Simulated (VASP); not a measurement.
Input:

```
Cu2O
1.0
    4.30516     0.00000     0.00000
    0.00000     4.30516     0.00000
    0.00000     0.00000     4.30516
Cu O
4 2
Direct
  0.75000   0.25000   0.75000
  0.25000   0.75000   0.75000
  0.75000   0.75000   0.25000
  0.25000   0.25000   0.25000
  0.00000   0.00000   0.00000
  0.50000   0.50000   0.50000
```

These are PW91 GGA, VASP's PBE PAW potentials (set 64) (plane waves; VASP 6.6.1) values and carry that method's errors. Settings: 520 eV cut-off, Gaussian smearing of 0.050 eV, potentials Cu O.

Question: Give the energies of bands 18 to 31 at the high-symmetry points, in eV from the valence-band maximum.

Answer: 
```tsv
band	Γ	X	M	R
18	-1.82	-1.94	-2.09	-1.86
19	-1.82	-1.93	-1.84	-1.86
20	-1.69	-1.93	-1.84	-1.68
21	-1.69	-1.79	-1.83	-1.68
22	-1.69	-1.79	-1.83	-1.68
23	-1.51	-1.61	-1.41	-1.56
24	-1.51	-1.61	-1.41	-1.56
25	-1.51	-1.15	-1.16	-0.96
26	0.00	-1.15	-1.16	-0.55
27	0.00	-0.37	-0.62	-0.55
28	0.00	-0.37	-0.62	-0.55
29	0.49	2.21	1.94	2.54
30	1.39	2.21	1.94	2.54
31	1.39	4.28	3.81	2.54
```

The gap is direct, 0.49 eV, from the valence maximum at Γ to the conduction minimum at Γ.

Measured: gap 2.20 eV (computed value off by -1.71 eV), as given by Wei Chen et al., Physical Review Materials (2018), doi:10.1103/physrevmaterials.2.073803 [zero-point renormalisation of 0.03 eV added back (the table's ZPR column)].

The compound is Cu2O in the cuprite structure. It was relaxed first.
